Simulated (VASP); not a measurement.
# H6C2O: single point with PBE+D3(BJ)

The system is H6C2O.

```xyz
36
Lattice="7.2936 0.0000 0.0000 0.0000 7.2936 0.0000 0.0000 0.0000 7.2936" Properties=species:S:1:pos:R:3 pbc="T T T"
C     2.8999    6.6139    0.2839
C     1.9316    5.7282   -0.3752
C     6.0558    2.5858    5.5086
C     7.1075    1.4611    5.5851
C     4.5942    4.6420    3.1291
C     3.7656    3.4206    2.6621
C     7.3158    1.4651    2.0427
C     6.6411    0.1471    2.4528
O     2.5957    4.3967   -0.6457
O     8.3144    2.2552    6.2061
O     2.3103    3.6349    3.1285
O     7.5839   -0.9220    2.2381
H     2.0695    3.8222   -1.2657
H     1.1259    5.4060    0.4189
H     1.5272    6.1737   -1.2943
H     2.3792    7.1692    1.0642
H     3.7034    6.0681    0.7501
H     3.3453    7.3756   -0.4904
H     8.7606    1.6948    6.8937
H     6.6569    0.7567    6.3251
H     7.5378    0.9030    4.8094
H     5.2210    1.9157    5.9558
H     6.3822    3.4840    5.9978
H     5.6475    2.9198    4.4524
H     1.7607    3.5929    2.3142
H     3.7300    3.3108    1.4976
H     4.2088    2.6572    3.2992
H     5.7987    4.6598    2.8505
H     4.2542    5.6930    2.8011
H     4.4855    4.8531    4.3199
H     7.9723   -1.1448    3.0822
H     6.1144    0.2493    3.4572
H     5.9040    0.0513    1.6499
H     6.6656    2.2599    1.8317
H     8.0030    1.7348    2.8218
H     7.8469    1.2236    1.1880
```

The cell was built by a generator and needn't be a form met in nature.

| Quantity | Value |
| --- | --- |
| Program | VASP 6.6.1 |
| Task | single point |
| Functional | PBE |
| Dispersion | D3(BJ) |
| Potentials or basis | VASP PAW PBE potentials, release 64 (C, O, H) |
| Cutoff | 520 eV |
| k mesh | 1 × 1 × 1 |
| Occupations | fermi-dirac, width 0.05 eV |
| Spin | no spin polarisation |
| Dipole correction | no |
| Further INCAR settings | LREAL = Auto; ALGO = Normal; EDIFF = 1e-06; NBANDS = 64 |

| Quantity | Value |
| --- | --- |
| Pressure | -2.6 GPa |
| Largest force | 4.478 eV/Å |
| Band gap on the k mesh | 4.22 eV, direct |
| Dispersion energy per atom | -0.037 eV |

Forces on the atoms (eV/Å):
```
C    0.996  2.330 -1.231
C   -1.342 -3.682  0.975
C   -2.377 -2.596 -2.768
C    1.250  2.528  3.253
C    1.547  2.730  1.307
C   -1.301  2.202 -0.447
C   -0.051 -1.383  2.312
C   -0.538  1.295 -0.921
O    0.054  1.089 -0.565
O   -0.862 -1.989  0.052
O    1.544 -0.355 -0.878
O   -0.915  0.216  0.377
H    0.036  0.623  0.564
H    0.789  1.059 -1.671
H   -0.261 -0.234  0.034
H    0.072  0.317  0.187
H    0.462 -0.344  0.189
H   -0.429 -1.117  1.317
H   -0.346  0.386 -0.763
H    0.980  0.072 -0.156
H    0.259 -0.380 -1.694
H    0.246  2.380 -0.246
H   -0.076  0.224  0.791
H    1.158 -0.826  1.791
H    0.430  0.031  0.359
H    0.358 -0.160  1.961
H   -0.411 -1.105 -0.576
H   -2.895 -0.465  0.635
H    0.078 -1.522 -0.288
H    0.336 -1.101 -2.297
H    0.567 -0.367  0.747
H    0.676 -0.701 -0.976
H   -0.606 -0.653  0.277
H   -1.278  1.234 -0.213
H    0.660  0.552  0.425
H    1.189 -0.289 -1.862
```

Stress tensor (GPa, compression positive):
```
-2.22 -0.95  1.32
-0.95 -2.56  0.92
 1.32  0.92 -2.87
```

Levels at points of the mesh, in eV from the valence-band top:
```csv
k point,band 37,band 38,band 39,band 40,band 41,band 42,band 43,band 44
"(0.00, 0.00, 0.00)",-1.04,-0.92,-0.65,0.00,4.22,4.89,5.11,5.74
```

It took 29 s on 1 thread of Intel(R) Xeon(R) 6975P-C (Granite Rapids) (shared host), peak memory 0.34 GiB.

A hybrid or GW would open this gap; PBE tends to underestimate it.
